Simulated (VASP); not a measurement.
Data:

```xyz
2
Lattice="0.0000 2.0168 2.0168 2.0168 0.0000 2.0168 2.0168 2.0168 0.0000" Properties=species:S:1:pos:R:3 pbc="T T T"
Li     0.0000     0.0000     0.0000
H      2.0168     2.0168     2.0168
```

Method: r2SCAN meta-GGA, VASP's PBE PAW potentials (set 64) (plane waves; VASP). Settings: 520 eV cut-off, 11×11×11 Γ-centred mesh, Gaussian smearing of 0.050 eV, potentials Li_sv H.

Q: Estimate the energy per atom (σ→0), pressure.

A: 
```
Property                        Value
---------------------  --------------
energy per atom (σ→0)  -3.408 eV/atom
pressure                    -1.10 GPa
```

The compound is LiH in the rock salt structure. This cell is one point of a volume scan, at 1.03 of the reference volume.
